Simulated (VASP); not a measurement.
Output of a VASP run:

OUTCAR:
```
 ion  position               nearest neighbor table
   1  0.000  0.000  0.000-
  LATTYP: Found a face centered cubic cell.
 ALAT       =     3.4565029228
 Subroutine PRICEL returns:
 Original cell was already a primitive cell.
 Subroutine GETGRP returns: Found 48 space group operations
The static configuration has the point symmetry O_h .
The dynamic configuration has the point symmetry O_h .
The overall configuration has the point symmetry O_h .
 Subroutine INISYM returns: Found 48 space group operations
 Subroutine IBZKPT returns following result:
 Found    145 irreducible k-points:

 Following reciprocal coordinates:
            Coordinates               Weight
  0.000000  0.000000  0.000000      1.000000
  0.062500  0.000000  0.000000      8.000000
  0.125000  0.000000  0.000000      8.000000
  0.187500  0.000000  0.000000      8.000000
  0.250000  0.000000  0.000000      8.000000
  0.312500  0.000000  0.000000      8.000000
  0.375000  0.000000  0.000000      8.000000
  0.437500  0.000000  0.000000      8.000000
  0.500000  0.000000  0.000000      4.000000
  0.062500  0.062500  0.000000      6.000000
  0.125000  0.062500  0.000000     24.000000
  0.187500  0.062500  0.000000     24.000000
  0.250000  0.062500  0.000000     24.000000
  0.312500  0.062500  0.000000     24.000000
  0.375000  0.062500  0.000000     24.000000
  0.437500  0.062500  0.000000     24.000000
  0.500000  0.062500  0.000000     24.000000
 -0.437500  0.062500  0.000000     24.000000
 -0.375000  0.062500  0.000000     24.000000
 -0.312500  0.062500  0.000000     24.000000
 -0.250000  0.062500  0.000000     24.000000
 -0.187500  0.062500  0.000000     24.000000
 -0.125000  0.062500  0.000000     24.000000
 -0.062500  0.062500  0.000000     12.000000
  0.125000  0.125000  0.000000      6.000000
  0.187500  0.125000  0.000000     24.000000
  0.250000  0.125000  0.000000     24.000000
  0.312500  0.125000  0.000000     24.000000
  0.375000  0.125000  0.000000     24.000000
  0.437500  0.125000  0.000000     24.000000
  0.500000  0.125000  0.000000     24.000000
 -0.437500  0.125000  0.000000     24.000000
 -0.375000  0.125000  0.000000     24.000000
 -0.312500  0.125000  0.000000     24.000000
 -0.250000  0.125000  0.000000     24.000000
 -0.187500  0.125000  0.000000     24.000000
 -0.125000  0.125000  0.000000     12.000000
  0.187500  0.187500  0.000000      6.000000
  0.250000  0.187500  0.000000     24.000000
  0.312500  0.187500  0.000000     24.000000
   k-points           NKPTS =    145   k-points in BZ     NKDIM =    145   number of bands    NBANDS=      9
   number of dos      NEDOS =    301   number of ions     NIONS =      1
   total plane-waves  NPLWV =   5832
   dimension x,y,z NGX =    18 NGY =   18 NGZ =   18
   dimension x,y,z NGXF=    36 NGYF=   36 NGZF=   36
   ions per type =               1
   PREC   = accura    normal or accurate (medium, high low for compatibility)
   ISTART =      0    job   : 0-new  1-cont  2-samecut
   ICHARG =      2    charge: 1-file 2-atom 10-const
   ISPIN  =      2    spin polarized calculation?
   LNONCOLLINEAR =      F non collinear calculations
   LSORBIT =      F    spin-orbit coupling
   INIWAV =      1    electr: 0-lowe 1-rand  2-diag
   ENCUT  =  520.0 eV  38.22 Ry    6.18 a.u.   4.54  4.54  4.54*2*pi/ulx,y,z
   NELM   =    100;   NELMIN=  2; NELMDL= -5     # of ELM steps
   EDIFF  = 0.1E-05   stopping-criterion for ELM
   LREAL  =      F    real-space projection
   NLSPLINE    = F    spline interpolate recip. space projectors
   LMAXMIX     =    4 max onsite mixed and CHGCAR
   VOSKOWN=      0    Vosko Wilk Nusair interpolation
   EDIFFG = -.1E-01   stopping-criterion for IOM
   NSW    =     60    number of steps for IOM
   NBLOCK =      1;   KBLOCK =     60    inner block; outer block
   IBRION =      2    ionic relax: 0-MD 1-quasi-New 2-CG
...
```

File OSZICAR:
```
...
DAV:  19    -0.161181761578E+02    0.22692E-05   -0.27559E-08  2643   0.225E-03    0.154E-04
DAV:  20    -0.161181772529E+02   -0.10951E-05   -0.26449E-09  2638   0.763E-04    0.753E-05
DAV:  21    -0.161181772689E+02   -0.15921E-07   -0.41576E-10  2635   0.306E-04
   1 F= -.16118177E+02 E0= -.16118324E+02  d E =-.161182E+02  mag=     0.7666
       N       E                     dE             d eps       ncg     rms          rms(c)
DAV:   1    -0.161252169302E+02   -0.70397E-02   -0.11285E-01  5470   0.592E+00    0.719E-01
DAV:   2    -0.161204887062E+02    0.47282E-02   -0.11042E-01  5628   0.509E+00    0.420E-01
DAV:   3    -0.161186318635E+02    0.18568E-02   -0.21197E-02  5498   0.224E+00    0.130E-01
DAV:   4    -0.161187040999E+02   -0.72236E-04   -0.15347E-03  5435   0.462E-01    0.516E-02
DAV:   5    -0.161185607438E+02    0.14336E-03   -0.12807E-03  5384   0.414E-01    0.262E-02
DAV:   6    -0.161185076737E+02    0.53070E-04   -0.37024E-04  5336   0.229E-01    0.126E-02
DAV:   7    -0.161184934982E+02    0.14175E-04   -0.15237E-04  5276   0.146E-01    0.111E-02
DAV:   8    -0.161184905936E+02    0.29047E-05   -0.60767E-05  5275   0.916E-02    0.476E-03
DAV:   9    -0.161184974952E+02   -0.69016E-05   -0.23854E-06  4224   0.207E-02    0.507E-04
DAV:  10    -0.161184972114E+02    0.28381E-06   -0.70367E-08  2639   0.374E-03
   2 F= -.16118497E+02 E0= -.16118647E+02  d E =-.319943E-03  mag=     0.7679
       N       E                     dE             d eps       ncg     rms          rms(c)
DAV:   1    -0.161186748875E+02   -0.17739E-03   -0.21734E-03  5473   0.819E-01    0.982E-02
DAV:   2    -0.161184998640E+02    0.17502E-03   -0.20539E-03  5628   0.701E-01    0.562E-02
DAV:   3    -0.161184931423E+02    0.67217E-05   -0.39107E-04  5452   0.302E-01    0.181E-02
DAV:   4    -0.161184821676E+02    0.10975E-04   -0.28941E-05  5426   0.629E-02    0.702E-03
DAV:   5    -0.161184948489E+02   -0.12681E-04   -0.25022E-05  5223   0.579E-02    0.371E-03
DAV:   6    -0.161184897605E+02    0.50884E-05   -0.77947E-06  3992   0.331E-02    0.165E-03
DAV:   7    -0.161184953007E+02   -0.55402E-05   -0.23974E-06  3970   0.185E-02    0.144E-03
DAV:   8    -0.161184918397E+02    0.34610E-05   -0.98571E-07  3974   0.118E-02    0.530E-04
DAV:   9    -0.161184904453E+02    0.13944E-05   -0.46496E-08  2632   0.289E-03    0.662E-05
DAV:  10    -0.161184904574E+02   -0.12099E-07   -0.25637E-09  2630   0.789E-04
   3 F= -.16118490E+02 E0= -.16118639E+02  d E =-.313189E-03  mag=     0.7677
       N       E                     dE             d eps       ncg     rms          rms(c)
DAV:   1    -0.161198279959E+02   -0.13376E-02   -0.20646E-02  5473   0.252E+00    0.302E-01
DAV:   2    -0.161186322572E+02    0.11957E-02   -0.19327E-02  5628   0.216E+00    0.171E-01
DAV:   3    -0.161184209365E+02    0.21132E-03   -0.36745E-03  5508   0.927E-01    0.559E-02
DAV:   4    -0.161183821059E+02    0.38831E-04   -0.27098E-04  5436   0.192E-01    0.215E-02
DAV:   5    -0.161184196602E+02   -0.37554E-04   -0.23132E-04  5374   0.176E-01    0.115E-02
DAV:   6    -0.161183922609E+02    0.27399E-04   -0.72703E-05  5235   0.101E-01    0.520E-03
DAV:   7    -0.161184093605E+02   -0.17100E-04   -0.22457E-05  4765   0.559E-02    0.449E-03
DAV:   8    -0.161183965497E+02    0.12811E-04   -0.10186E-05  4133   0.371E-02    0.143E-03
DAV:   9    -0.161183930981E+02    0.34516E-05   -0.33086E-07  3682   0.757E-03    0.185E-04
DAV:  10    -0.161183930173E+02    0.80809E-07   -0.96916E-09  2627   0.143E-03
   4 F= -.16118393E+02 E0= -.16118541E+02  d E =-.215748E-03  mag=     0.7672
```

**OUTCAR**
```
------------------------ aborting loop because EDIFF is reached ----------------------------------------
  FORCE on cell =-STRESS in cart. coord.  units (eV):
  Direction    XX          YY          ZZ          XY          YZ          ZX
  --------------------------------------------------------------------------------------
  Total       -0.0001095     -0.0001095     -0.0001095     -0.0000000     -0.0000000     -0.0000000
  in kB       -0.0169481     -0.0169481     -0.0169481     -0.0000000     -0.0000000     -0.0000000
  external PRESSURE =      -0.0169481 kB  Pullay stress =       0.0000000 kB
  volume of cell :       10.35
      direct lattice vectors                 reciprocal lattice vectors
     0.000000000  1.729791508  1.729791508    -0.289052176  0.289052176  0.289052176
     1.729791508 -0.000000000  1.729791508     0.289052176 -0.289052176  0.289052176
     1.729791508  1.729791508  0.000000000     0.289052176  0.289052176 -0.289052176
 POSITION                                       TOTAL-FORCE (eV/Angst)
 -----------------------------------------------------------------------------------
      0.00000      0.00000      0.00000        -0.000000      0.000000     -0.000000
 -----------------------------------------------------------------------------------
    total drift:                                0.000000     -0.000000      0.000000
  FREE ENERGIE OF THE ION-ELECTRON SYSTEM (eV)
  ---------------------------------------------------
  free  energy   TOTEN  =       -16.1183930173 eV

  energy  without entropy=      -16.1188362812  energy(sigma->0) =      -16.11854077

 total charge

# of ion       s       p       d       tot
------------------------------------------
    1        0.539   0.573   8.319   9.430

 magnetization (x)

# of ion       s       p       d       tot
------------------------------------------
    1       -0.008  -0.046   0.842   0.787

 reached required accuracy - stopping structural energy minimisation
```
(Selected blocks of OUTCAR.)

**POSCAR**
```
Ni
1
    0.0000000000     1.7282514614     1.7282514614
    1.7282514614     0.0000000000     1.7282514614
    1.7282514614     1.7282514614     0.0000000000
Ni
1
Direct
  0.0000000000   0.0000000000   0.0000000000
```

Q: Reconstruct the remaining input files.

A: Several could match; the one computed here: the input of the run itself, SCAN meta-GGA, plane waves, VASP's PBE PAW potentials (set 64).

**INCAR**
```
SYSTEM = Ni
PREC = Accurate; ENCUT = 520; LREAL = .FALSE.
LASPH = .TRUE.
EDIFF = 1E-6; NELM = 100; ALGO = Normal
LMAXMIX = 4; LMIXTAU = .TRUE.
ISMEAR = 1; SIGMA = 0.1
METAGGA = SCAN
ISPIN = 2; MAGMOM = 0.8
IBRION = 2; NSW = 60; ISIF = 3
EDIFFG = -0.01
LWAVE = .FALSE.; LCHARG = .FALSE.; LORBIT = 10
```

### KPOINTS
```
Automatic mesh
0
Gamma
16 16 16
0 0 0
```

POTCAR, in this order: Ni (PBE.64 set). Program: vasp_std.

The compound is Ni in the fcc structure. This run relaxes it. Symmetry was kept, so distortions that lower it aren't found. The start is the result of an earlier pass.
